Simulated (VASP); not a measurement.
Here is a VASP 6.6.1 calculation.

File INCAR:

```
PREC     = Accurate       # precision mode
ENCUT    = 520            # plane-wave cutoff, eV
EDIFF    = 1E-6           # SCF threshold, eV
ISMEAR   = 0              # smearing method
SIGMA    = 0.01           # smearing width, eV
LREAL    = False          # projectors in reciprocal space
LASPH    = True           # aspherical terms in the spheres
NELM     = 80             # most SCF steps
ALGO     = Normal         # electronic algorithm
ISIF     = 2              # what is computed and relaxed
LWAVE    = False          # write WAVECAR
LCHARG   = True           # write CHGCAR
GGA      = PE             # functional
IVDW     = 2              # dispersion correction
LORBIT   = 11             # projections on sites
LELF     = True           # ELF
LVHAR    = True         
LVACPOTAV= True
```

KPOINTS

```
Automatic mesh
0
Gamma
  1 1 1
```

The input POSCAR:

```
SbHCSeO
1.0
   12.0000000000      0.0000000000      0.0000000000
    0.0000000000     13.0000000000      0.0000000000
    0.0000000000      0.0000000000     11.0000000000
O C Se Sb H
1 1 1 1 1
Direct
    0.6059458300      0.3811346200      0.5900727300
    0.5435125000      0.4469115400      0.5628545500
    0.3962208300      0.4568500000      0.4977090900
    0.5202791700      0.6148961500      0.5557545500
    0.5836791700      0.6220961500      0.4161090900
```

Potentials or basis: VASP PAW PBE potentials, release 64 (O, C, Se, Sb, H).

Run with:

```bash
$ cat potpaw_PBE.64/O/POTCAR potpaw_PBE.64/C/POTCAR potpaw_PBE.64/Se/POTCAR potpaw_PBE.64/Sb/POTCAR potpaw_PBE.64/H/POTCAR > POTCAR
$ mpirun -np 1 vasp_gam > vasp.out
```

(1) Estimate the Hirshfeld charges.

(2) Predict the dispersion energy per atom.

(3) Estimate the largest force.

(4) Predict the gap between the frontier levels.

## Answers

(1) O -0.18; C +0.03; Se -0.02; Sb +0.24; H -0.07 e.

(2) -0.003 eV.

(3) 2.028 eV/Å.

(4) 2.48 eV.

Caveat: the standard files for N, O and F lose accuracy on very short bonds; spin-orbit coupling is left out, which moves the levels of the heavy elements.
